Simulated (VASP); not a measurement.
Consider the following.

```xyz
2
Lattice="2.7170 0.0000 0.0000 0.0000 2.7170 0.0000 0.0000 0.0000 2.7170" Properties=species:S:1:pos:R:3 pbc="T T T"
Al     1.3585     1.3585     1.3585
Ni     0.0000     0.0000     0.0000
```

These are PBE GGA, VASP's PBE PAW potentials (set 64) (plane waves; VASP 6.6.1) values and carry that method's errors. Run with 500 eV cut-off, 13×13×13 Γ-centred mesh, first-order Methfessel-Paxton smearing of 0.10 eV, potentials Al Ni.

Task: What does the run give for the energy per atom (σ→0), pressure, band gap (on the k-mesh) with the smallest direct gap where there is one?

Result: 
band gap (on the k-mesh): none (metal, semimetal or under 0.01 eV)
energy per atom (σ→0): -5.025 eV/atom
pressure: 45.00 GPa

The absolute energy has meaning only against runs of the same code, potentials and settings.

The compound is NiAl in the CsCl type structure. It was relaxed first under an external pressure of 45 GPa. The run is not spin-polarised, so no magnetic state was tried. The electron count is odd and the run is not spin-polarised, which forces a metal.
